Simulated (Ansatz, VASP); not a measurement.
# SiC: VASP beside Ansatz, part 3 of 3

Aim: how closely do two programs agree when they are given the same cell, functional and k mesh? The cell is taken from a series of runs on this material, whose earlier steps may have relaxed, scaled, displaced or heated it; both programs get it as it stands.

VASP 6.6.1 and Ansatz 0.2.0.

So far: Starting point; VASP: zone-centre phonons, LDA.

### Step 3. Ansatz: zone-centre phonons, LDA

Level of this step: Ansatz beside VASP: Kohn-Sham DFT, plane waves, LDA (Ansatz).

Ansatz runs on its PAW soft_1 files.

The same cell, functional (in two slightly different forms) and mesh now go to Ansatz, which takes its cutoff from its data sets.

input.yaml

```yaml
crystal:
  lattice:
    - [3.0615891815, 0.0, 0.0]
    - [-1.5307945907, 2.6514140071, 0.0]
    - [0.0, 0.0, 9.9120672324]
  atoms:
    - { symbol: C, position: [0.666666666, 0.333333334, 0.7494730826] }
    - { symbol: C, position: [0.333333334, 0.666666666, 0.2494730826] }
    - { symbol: C, position: [-1.1e-09, 1.1e-09, 0.5001523779] }
    - { symbol: C, position: [1.1e-09, -1.1e-09, 0.0001523779] }
    - { symbol: Si, position: [0.6666666679, 0.3333333321, 0.9381266603] }
    - { symbol: Si, position: [0.3333333321, 0.6666666679, 0.4381266603] }
    - { symbol: Si, position: [-1.0e-09, 1.0e-09, 0.6882468791] }
    - { symbol: Si, position: [1.0e-09, -1.0e-09, 0.1882468791] }
kpoints:
  mp_grid: { grid: [9, 9, 4] }
hamiltonian:
  xc: lda
  pseudopotentials: { kind: paw, azcp: { folder: soft_1 }, xc_functional: pbe }
scf:
  occupations: { method: fixed }
output:
  eigenvalues: true
phonons:
  method: dfpt
  dielectric: true
  rigid_motions: translations
```

The run is started by

```
$ ansatz run input.yaml --threads 8 --pin off --max-ram 16384MiB --backend cpu --events-out ev --progress --plain --runs-dir out
```

Numbers of over 12 decimals in the logs are rounded to 6 here.

What it wrote:

```text
Engine: ansatz 0.2.0, aarch64-unknown-linux-gnu
Pseudopotentials: kind: paw
Pseudopotential: C, paw, valence charge 4, recommended cutoff 420 eV (normal), soft_1/C.paw.azcp
Pseudopotential: Si, paw, valence charge 4, recommended cutoff 420 eV (normal), soft_1/Si.paw.azcp
Functional definition: SPW92
  exchange = slater_x
  correlation = pw_c
Crystal: 8 atoms, lattice volume = 80.462 Å³
Basis set: ecut = 420 eV, 1569 PW (Γ), exchange–correlation on 48×48×144 points (8 copies of the dense FFT grid, shifted against one another)
Bands: 24, of which v1, the nominal top of the filled ones, is band 16 counted from 1 (15 counted from 0)
Symmetry: 12 space group operations
k-points: 95 of 324 (irreducible under 2 space group operations, time reversal used)
Non-local potential: C, projectors of the file, l = 0: 2, l = 1: 2, l = 2: 1
Non-local potential: Si, projectors of the file, l = 0: 2, l = 1: 2, l = 2: 1
PAW form: soft (Blöchl's): semilocal exchange-correlation on the pseudo side does not see the compensation charge
PAW frozen core: C, regenerated for the run's functional, and the local potential with it (the file was generated under x = pbe(κ = 0.804, μ = 0.219515), c = pbe(β = 0.066725))
PAW frozen core: Si, regenerated for the run's functional, and the local potential with it (the file was generated under x = pbe(κ = 0.804, μ = 0.219515), c = pbe(β = 0.066725))
PAW one-centre angular grid: C, 110 points (default); XC on 64 Gauss nodes
PAW one-centre angular grid: Si, 110 points (default); XC on 64 Gauss nodes
Initial density: superposition of atomic densities (chi_scale 0.1, normalization cell, long waves kept (reshape's long-wave potential 0.00 eV rms))
Initial wavefunctions: pseudopotential atomic-orbital guess
Functional: x = slater, c = lda
SCF iter   1: F=—  HF=-3415.303720 eV  |F-HF|=—  |Δ(HF+E_count)|=         —  Δρ=1.43e-1  dr2=1.98e1  ethr=3.10e-3  ⟨swp⟩=5.0  Hψ=10586  notcnv=0  defer=515
preconditioner: auto → none  [insulator: Δε(μ)=4.215 eV  Ē_g=12.988 eV  n_scr=6 (ndim 8)  ℏωp=23.4 eV  f_vac=0.000  ε∞_Penn≈4.3]
SCF iter   2: F=—  HF=-3409.231220 eV  |F-HF|=—  |Δ(HF+E_count)|=    6.07e0  Δρ=5.02e-2  dr2=1.29e0  ethr=3.10e-3  ⟨swp⟩=4.1  Hψ=6329  notcnv=0  defer=562
SCF iter   3: F=—  HF=-3408.849080 eV  |F-HF|=—  |Δ(HF+E_count)|=   3.82e-1  Δρ=1.88e-2  dr2=1.47e-1  ethr=3.10e-3  ⟨swp⟩=2.5  Hψ=4378  notcnv=0  defer=551
SCF iter   4: F=—  HF=-3408.815731 eV  |F-HF|=—  |Δ(HF+E_count)|=   3.33e-2  Δρ=1.52e-3  dr2=1.01e-3  ethr=4.58e-4  ⟨swp⟩=2.4  Hψ=2704  notcnv=0  defer=568
SCF iter   5: F=—  HF=-3408.815995 eV  |F-HF|=—  |Δ(HF+E_count)|=   2.64e-4  Δρ=3.28e-4  dr2=1.45e-4  ethr=3.16e-6  ⟨swp⟩=2.1  Hψ=3600  notcnv=0  defer=570
SCF iter   6: F=—  HF=-3408.815959 eV  |F-HF|=—  |Δ(HF+E_count)|=   3.61e-5  Δρ=1.23e-4  dr2=8.50e-6  ethr=4.52e-7  ⟨swp⟩=2.2  Hψ=3227  notcnv=0  defer=546
SCF iter   7: F=—  HF=-3408.815959 eV  |F-HF|=—  |Δ(HF+E_count)|=   1.86e-9  Δρ=1.90e-5  dr2=2.12e-7  ethr=2.66e-8  ⟨swp⟩=2.2  Hψ=3151  notcnv=0  defer=366
SCF iter   8: F=—  HF=-3408.815959 eV  |F-HF|=—  |Δ(HF+E_count)|=   2.64e-8  Δρ=3.92e-6  dr2=9.18e-9  ethr=6.62e-10  ⟨swp⟩=2.1  Hψ=3363  notcnv=0  defer=296
SCF iter   9: F=—  HF=-3408.815959 eV  |F-HF|=—  |Δ(HF+E_count)|=  7.10e-10  Δρ=1.43e-6  dr2=1.90e-9  ethr=2.87e-11  ⟨swp⟩=2.1  Hψ=3400  notcnv=0  defer=296
SCF iter  10: F=-3408.815959 eV  HF=-3408.815959 eV  |F-HF|=1.41e-11  |Δ(HF+E_count)|=  4.82e-10  Δρ=3.52e-7  dr2=4.20e-11  ethr=1.00e-12  ⟨swp⟩=15.4  Hψ=19801  notcnv=0
SCF 1 converged in 10 iterations: F = -3408.815959 eV  dr2 = 4.20e-11
  greatest PAW one-centre occupation: 0.643 electrons in one spin orbital (limit 2), on the C atom at site 1 (counted from 0), in its partial waves of l = 0
NSCF: frozen V_eff on 4 k-points
DFPT response loops at Γ: preconditioner auto → Resta (q_TF=auto, 2.340 Å⁻¹)  ε∞=5.1 (no band partly filled); β = 1.00, the filter's whole step (`scf.mixing.beta` (0.50) is not read by the response loops at its default; to damp them type it under 1.00, their step now; it binds the ground state too); Broyden in place of MSR1
── the response to a field inside a basis, on 10×10×4 k-points: an SCF that follows is theirs, and a resumed run solves both again ──
Bands: 17, of which v1, the nominal top of the filled ones, is band 16 counted from 1 (15 counted from 0)
k-points: 60 of 400 (irreducible under 4 space group operations, time reversal used)
Initial density: handed on by an earlier stage of this run
Initial wavefunctions: pseudopotential atomic-orbital guess (no wavefunctions were taken with the density)
Eigensolver: Dense (60 Hₖ)
SCF iter   1: F=—  HF=-3408.805966 eV  |F-HF|=—  |Δ(HF+E_count)|=         —  Δρ=1.30e-4  dr2=3.13e-6  ethr=1.00e-1
preconditioner: auto → none  [insulator: Δε(μ)=2.397 eV  Ē_g=9.826 eV  n_scr=6 (ndim 8)  ℏωp=23.4 eV  f_vac=0.000  ε∞_Penn≈6.7]
SCF iter   2: F=—  HF=-3408.805966 eV  |F-HF|=—  |Δ(HF+E_count)|=   5.45e-7  Δρ=6.28e-5  dr2=6.87e-7  ethr=9.77e-9
SCF iter   3: F=-3408.805967 eV  HF=-3408.805967 eV  |F-HF|=3.69e-8  |Δ(HF+E_count)|=   2.63e-7  Δρ=4.32e-6  dr2=4.26e-8  ethr=2.15e-9
SCF 1 converged in 3 iterations: F = -3408.805967 eV  dr2 = 4.26e-8
DFPT response loops at Γ: preconditioner auto → Resta (q_TF=auto, 2.340 Å⁻¹)  ε∞=5.0 (no band partly filled); β = 1.00, the filter's whole step (`scf.mixing.beta` (0.50) is not read by the response loops at its default; to damp them type it under 1.00, their step now; it binds the ground state too); Broyden in place of MSR1
SCF converged after 10 iterations
Free energy (F): -3408.815959 eV
Harris-Foulkes:  -3408.815959 eV  (|F-HF|=1.41e-11)
Internal energy: -3408.815959 eV  (E = F + TS)
E sigma→0 (E₀):  -3408.815959 eV
Fermi energy:    9.697989 eV
--- Per-component energies (eV) ---
  E_band       = 117.231372
  E_kinetic    = 539.161681
  E_local      = -383.068859  (includes V_loc(G=0)·N_el)
  E_nonlocal   = 189.905030
  E_hartree    = 125.931193
  E_xc         = -421.535996
  E_vxc        = -437.384685  (∫ρ·V_xc dr)
  E_paw        = -2310.778091  (= ΣΔE_a)
  E_vpaw       = -43.244339  (= ΣTr[D̂ρ^β])
  E_aug_tail   = 0.000188  (compensation charges beyond the density's cutoff)
  E_ewald      = -1149.019758
  E_core_change = 0.588653  (= ΣΔE_core)
  E_smearing   = -0.000000  (= −TS)
  E_closure    = 0.000000  (closes the sum)
  Σ components = -3408.815959   (vs F -3408.815959, Δ=0.00e0)
--- Band table (eV; the first three rows and the last of 95) ---
  k-point 0: bands = [... 12 lower, 9.0265, 9.6378, 9.6378, 9.6980, 14.7839, 15.3731, 16.0461, 16.3663, ... 4 higher]
  k-point 1: bands = [... 12 lower, 9.2036, 9.2839, 9.5794, 9.5794, 14.8384, 15.2218, 16.2376, 16.5349, ... 4 higher]
  k-point 2: bands = [... 12 lower, 9.4206, 9.4206, 9.4206, 9.4206, 14.9951, 14.9951, 16.5315, 16.5315, ... 4 higher]
  k-point 94: bands = [... 12 lower, 6.4035, 6.4035, 8.3062, 8.3062, 13.9662, 13.9662, 15.2983, 15.2983, ... 4 higher]
--- Phonons (Γ-DFPT): 8 representative perturbations + reference, on 95 of 324 k-points (Σ response iterations 24) ---
  k mesh reduced under 2 symmetry operations, with k and −k counted as one. Each operation leaves every solved perturbation unchanged. A smaller set is not considered because the run solves the response to a homogeneous field
  ASR residual: 1.253e-4 → 0.000e0 eV/Å²; symmetrization residual: 5.070e-6 eV/Å²
  ASR residual per site (eV/Å²): 1.07e-5 1.07e-5 1.25e-4 1.25e-4 7.13e-6 7.13e-6 9.93e-6 9.93e-6
  Γ frequencies (cm⁻¹): 0.00 0.00 0.00 191.50 191.50 200.28 200.28 258.08 258.08 406.69 415.64 614.67 778.48 778.48 785.19 785.19 793.76 793.76 798.24 803.35 803.35 855.82 928.89 938.19
  ε∞ (high-frequency dielectric tensor):
        6.956601     0.000000     0.000000
       -0.000000     6.956601    -0.000000
        0.000000    -0.000000     7.188892
  ε⁰ (static dielectric tensor: ions relaxed, cell fixed):
       10.289838    -0.000000    -0.000000
       -0.000000    10.289838    -0.000000
       -0.000000    -0.000000    10.813401
  ε⁰ − ε∞ (ionic part):
        3.333237    -0.000000    -0.000000
       -0.000000     3.333237    -0.000000
       -0.000000    -0.000000     3.624509
  softest optical mode at Γ: 191.50 cm⁻¹; the repairs (sum rule, projections) moved no ω² at Γ by more than (2.36 cm⁻¹)²
  Born effective charges Z* (e; rows j = field, columns β = displacement):
    site 0:
        -2.74203    0.00000   -0.00000
         0.00000   -2.74203    0.00000
        -0.00000   -0.00000   -2.77858
    site 1:
        -2.74203    0.00000    0.00000
         0.00000   -2.74203   -0.00000
         0.00000    0.00000   -2.77858
    site 2:
        -2.69721   -0.00000    0.00000
         0.00000   -2.69721   -0.00000
         0.00000    0.00000   -2.85167
    site 3:
        -2.69721    0.00000   -0.00000
         0.00000   -2.69721    0.00000
        -0.00000   -0.00000   -2.85167
    site 4:
         2.71524   -0.00000    0.00000
        -0.00000    2.71524    0.00000
         0.00000    0.00000    2.66032
    site 5:
[...]
site 6:
[...]
site 7:
[...]
Z* charge neutrality: 8.653e-3 e pre-enforcement
  solved inside a basis spanned on kpoints, on 10×10×4 k-points, its susceptibility summed on 14×14×4: ε∞ is read to err by 2.6e-2, Z* by 1.6e-2 e (field_mesh: kpoints solves on kpoints); Z* is corrected for what the basis lacks
  optical modes at Γ without the LO–TO term, one row a degenerate level:
      ω (cm⁻¹)  modes    IR ((D/Å)²/amu)
[...]
optical modes at Γ + LO–TO along q̂ = [1.0000, 0.0000, 0.0000]:
      ω (cm⁻¹)  modes    IR ((D/Å)²/amu)
[...]
optical modes at Γ + LO–TO along q̂ = [0.0000, 1.0000, 0.0000]:
      ω (cm⁻¹)  modes    IR ((D/Å)²/amu)
[...]
optical modes at Γ + LO–TO along q̂ = [0.0000, 0.0000, 1.0000]:
      ω (cm⁻¹)  modes    IR ((D/Å)²/amu)
[...]
778.48      2             0.0579
        785.19      2             0.0000
        793.76      2             0.0000
        803.35      2           162.2076
        855.54      1             0.0546
        928.89      1             0.0000
        938.19      1             0.0000
        978.87      1            86.9203
```

### Step 4. Differences

Known differences besides the potentials themselves: the two LDA forms differ slightly; fixed occupations in Ansatz, narrow Gaussian smearing in VASP; VASP's response is taken on the typed mesh, Ansatz refines its own for the field response alone; the cutoff is 420 eV in Ansatz and 600 eV in VASP; VASP's log shows a relativistic correction to its local exchange, Ansatz's none. Total energies have different zeros and are not compared.

The two programs side by side:

```
                                     quantity  Ansatz   VASP  difference
                                        ε∞ xx    6.96   7.02     -0.92 %
                                        ε∞ yy    6.96   7.02     -0.92 %
                                        ε∞ zz    7.19   7.20     -0.18 %
 Born charge of C1 (mean of the diagonal) (e)   -2.75  -2.74       -0.02
Born charge of Si5 (mean of the diagonal) (e)    2.70   2.68       +0.02
                   optical mode 1 to 2 (cm⁻¹)   191.5  191.4     +0.06 %
                   optical mode 3 to 4 (cm⁻¹)   200.3  200.3     +0.00 %
                   optical mode 5 to 6 (cm⁻¹)   258.1  258.1     +0.01 %
                        optical mode 7 (cm⁻¹)   406.7  407.2     -0.13 %
                        optical mode 8 (cm⁻¹)   415.6  416.6     -0.23 %
                        optical mode 9 (cm⁻¹)   614.7  613.9     +0.12 %
                 optical mode 10 to 11 (cm⁻¹)   778.5  778.9     -0.05 %
                 optical mode 12 to 13 (cm⁻¹)   785.2  785.1     +0.01 %
                 optical mode 14 to 15 (cm⁻¹)   793.8  793.6     +0.01 %
                       optical mode 16 (cm⁻¹)   798.2  798.1     +0.02 %
                 optical mode 17 to 18 (cm⁻¹)   803.4  803.6     -0.03 %
                       optical mode 19 (cm⁻¹)   855.8  856.2     -0.04 %
                       optical mode 20 (cm⁻¹)   928.9  928.6     +0.03 %
                       optical mode 21 (cm⁻¹)   938.2  937.4     +0.09 %
```

Modes are paired by rising frequency, not by their patterns, so a pair may set unlike modes beside each other; they are those without the splitting of longitudinal modes.

### Step 5. Results

```yaml
r_m_s_difference_of_the_optical_zone_centre_modes_each_program_s_sorted_by_frequency_zone_centre_phonons_lda: 0.39 cm⁻¹
difference_in_eps_infinity_xx_zone_centre_phonons_lda: -0.9 %
```

The r.m.s. difference of the optical zone-centre modes, each program's sorted by frequency is 0.39 cm⁻¹ (zone-centre phonons, LDA). Among the rows given in per cent, the largest difference of the zone-centre phonons, LDA pair is in ε∞ xx, -0.9 %. Such differences can come from data sets, numerical settings and the points named under the comparisons, not from the functional's error against experiment.

[Lines on the potential files, build, host, timing and source positions are cut from VASP's logs without a mark.]

[Logs are printed without paths, hosts, clocks, repeated set-up lines and the standing remarks that a program may print on its own settings, such as how far it seeks lower states.]

[Hosts, paths, dates, database ids (printed as entryN), source tags and the programs' standing remarks are cut or masked in the printed files.]
